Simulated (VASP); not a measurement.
OSZICAR of a VASP run on NiAl (CsCl type):

### OSZICAR
```
       N       E                     dE             d eps       ncg     rms          rms(c)
DAV:   1     0.380866850712E+02    0.38087E+02   -0.58610E+03  1696   0.138E+03
DAV:   2    -0.118917934044E+02   -0.49978E+02   -0.47450E+02  1690   0.205E+02
DAV:   3    -0.131565877689E+02   -0.12648E+01   -0.12530E+01  2014   0.426E+01
DAV:   4    -0.131789424205E+02   -0.22355E-01   -0.22344E-01  1964   0.505E+00
DAV:   5    -0.131795800765E+02   -0.63766E-03   -0.63764E-03  1942   0.892E-01    0.126E+01
DAV:   6    -0.153176946088E+02   -0.21381E+01   -0.66071E+01  1876   0.140E+02    0.165E+01
DAV:   7    -0.116062696392E+02    0.37114E+01   -0.18172E+01  1856   0.826E+01    0.124E+00
DAV:   8    -0.115936236390E+02    0.12646E-01   -0.48916E-01  2108   0.895E+00    0.994E-01
DAV:   9    -0.115792851315E+02    0.14339E-01   -0.51102E-02  1964   0.361E+00    0.212E-01
DAV:  10    -0.115787479892E+02    0.53714E-03   -0.18578E-03  1934   0.656E-01    0.786E-02
DAV:  11    -0.115787447090E+02    0.32803E-05   -0.55213E-05  1982   0.771E-02    0.277E-02
DAV:  12    -0.115787436011E+02    0.11079E-05   -0.50680E-06  2070   0.415E-02    0.373E-03
DAV:  13    -0.115787431878E+02    0.41328E-06   -0.12568E-07  1110   0.379E-03    0.180E-03
DAV:  14    -0.115787431621E+02    0.25732E-07   -0.17269E-07   874   0.515E-03
   1 F= -.11578743E+02 E0= -.11578844E+02  d E =0.303932E-03
```

Task: Which electronic solver shows in the log?

Result: It is blocked Davidson (ALGO = Normal, or the opening steps of other solvers). The INCAR had ALGO = Normal.

Task: How was spin treated?

Result: Without spin polarisation: there is no mag entry.

Task: Can the final energy be trusted as converged?

Result: Self-consistency was reached. It stopped with EDIFF = 1E-7, NELM = 100 (PBEsol GGA, plane waves, VASP's PBE PAW potentials (set 64)).

The compound is NiAl in the CsCl type structure. This cell is one point of a volume scan, at 1.03 of the reference volume. The run is not spin-polarised, so no magnetic state was tried. The electron count is odd and the run is not spin-polarised, which forces a metal.
